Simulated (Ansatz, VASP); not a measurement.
# Two plane-wave programs on Li2B

```
Li B
1.0
     2.18602   -1.46379    0.00000
     2.18602    1.46379    0.00000
    -0.53527    0.00000    4.36901
Li B
2 1
Direct
  0.23364 0.23364 0.26256
  0.76636 0.76636 0.73744
  0.50000 0.50000 0.00000
```

Change from the starting cell: species swapped into the Ta2H type (C2/m, No. 12).

Alike in both runs: task single point; functional PBE; k mesh 8 × 8 × 4; occupations gaussian, width 0.1 eV; no spin polarisation.

|  | VASP | Ansatz |
| --- | --- | --- |
| version | VASP 6.6.1 | Ansatz 0.2.0 |
| potentials or method | VASP PAW PBE potentials, release 64 (Li_sv, B) | scalar-relativistic, plane waves, PAW |
| plane-wave cutoff (eV) | 520 | 420 |
| valence electrons in the cell | 9 | 9 |

|  | VASP | Ansatz | Ansatz less VASP |
| --- | --- | --- | --- |
| gap on the k mesh at the Fermi level (eV) | none | none | - |
| rms of the force components (eV/Å) | 1.556 | 1.528 | -0.0279 |

Atom by atom the forces differ by 0.028 eV/Å (rms over components). A gap of «none» marks a metal or a gap that the smearing closes. With one functional, cell and mesh, what is left measures potentials, basis and numerics.

Caveats: forces of over 1 eV/Å show positions far from the minimum, so gaps and moduli don't describe the material at rest.
